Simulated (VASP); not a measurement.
OSZICAR of a VASP run on Lu (hcp):

### OSZICAR
```
       N       E                     dE             d eps       ncg     rms          rms(c)
DAV:   1     0.534470438568E+02    0.53447E+02   -0.87258E+03  2905   0.150E+03
DAV:   2    -0.102200461461E+01   -0.54469E+02   -0.53011E+02  2862   0.739E+02
DAV:   3    -0.343469497206E+01   -0.24127E+01   -0.22661E+01  3034   0.693E+01
DAV:   4    -0.353397031289E+01   -0.99275E-01   -0.95386E-01  3019   0.924E+00
DAV:   5    -0.353806054954E+01   -0.40902E-02   -0.39077E-02  2860   0.208E+00    0.251E+01
DAV:   6    -0.355762982335E+01   -0.19569E-01   -0.24226E-02  2822   0.350E+00    0.150E+01
DAV:   7    -0.357728432837E+01   -0.19655E-01   -0.50435E-02  2716   0.510E+00    0.353E-01
DAV:   8    -0.357783405943E+01   -0.54973E-03   -0.32523E-03  2752   0.931E-01    0.780E-02
DAV:   9    -0.357792457820E+01   -0.90519E-04   -0.21164E-04  2872   0.177E-01    0.295E-02
DAV:  10    -0.357793431025E+01   -0.97321E-05   -0.28141E-05  2822   0.730E-02    0.392E-02
DAV:  11    -0.357793565591E+01   -0.13457E-05   -0.28958E-06  2283   0.188E-02    0.158E-03
DAV:  12    -0.357793588745E+01   -0.23154E-06   -0.12495E-07  1372   0.759E-03
   1 F= -.35779359E+01 E0= -.35786260E+01  d E =-.357794E+01
```

**Question.** Which electronic solver shows in the log?

**Answer.** It is blocked Davidson (ALGO = Normal, or the opening steps of other solvers). The INCAR had ALGO = Normal.

**Question.** Can the final energy be trusted as converged?

**Answer.** The calculation finished and met its thresholds. It stopped with EDIFF = 1E-6, NELM = 100, NSW = 60 and EDIFFG = -0.01 after 1 ionic step (optB88-vdW, plane waves, VASP's PBE PAW potentials (set 64)).

The compound is Lu in the hcp structure. It was relaxed first. The start is the result of an earlier pass.
